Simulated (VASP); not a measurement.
Given:

```
CELL_PARAMETERS angstrom
      0.00000     2.13348     2.13348
      2.13348     0.00000     2.13348
      2.13348     2.13348     0.00000
ATOMIC_POSITIONS crystal
  Si 0.00000 0.00000 0.00000
  C  0.25000 0.25000 0.25000
```

Calculation: AM05 GGA, VASP's PBE PAW potentials (set 64) (plane waves; VASP 6.6.1). Run with 520 eV cut-off, 10×10×10 Γ-centred mesh, Gaussian smearing of 0.050 eV, potentials Si C.

Question: Give the stress tensor in GPa (positive for a compressed cell).

Answer: 
```
15.44   0.00   0.00
 0.00  15.44   0.00
 0.00   0.00  15.44
```
The pressure is its mean diagonal, 15.44 GPa.

The compound is SiC in the zinc blende structure. This cell is one point of a volume scan, at 0.94 of the reference volume.
